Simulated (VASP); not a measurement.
These are r2SCAN meta-GGA, VASP's PBE PAW potentials (set 64) (plane waves; VASP 6.6.1) values and carry that method's errors.

A VASP calculation is set up with these files.

KPOINTS:
```
Automatic mesh
0
Gamma
10 10 8
0 0 0
```

INCAR:
```
ALGO = Normal
EDIFF = 1E-7
EDIFFG = -0.01
ENCUT = 600
IBRION = 2
ISIF = 2
ISMEAR = 1
LASPH = .TRUE.
LCHARG = .FALSE.
LMIXTAU = .TRUE.
LREAL = .FALSE.
LWAVE = .FALSE.
METAGGA = R2SCAN
NELM = 100
NSW = 30
PREC = Accurate
SIGMA = 0.1
SYSTEM = MgB2
```

File POSCAR:
```
MgB2
1
    1.5377647260    -2.7167558678     0.0000000000
    1.5377647260     2.7167558678     0.0000000000
    0.0000000000     0.0000000000     3.5505472842
Mg B
1 2
Direct
  0.0000000000   0.0000000000   1.0000000000
  0.3333330000   0.6666670000   0.5000000000
  0.6666670000   0.3333330000   0.5000000000
```

POTCAR, in this order: Mg B (PBE.64 set). Program: vasp_std.

Q: What will the output report for the number of irreducible k-points (NKPTS), number of bands (NBANDS), largest plane-wave count, number of space-group operations, FFT grid (NGX, NGY, NGZ)?

A: 
- number of irreducible k-points (NKPTS) = 155
- number of bands (NBANDS) = 8
- largest plane-wave count = 1006
- number of space-group operations = 8
- FFT grid (NGX, NGY, NGZ) = 28 × 28 × 28

The compound is MgB2 in the AlB2 type structure. This cell was strained or had an atom moved on purpose. Symmetry was kept, so distortions that lower it aren't found.
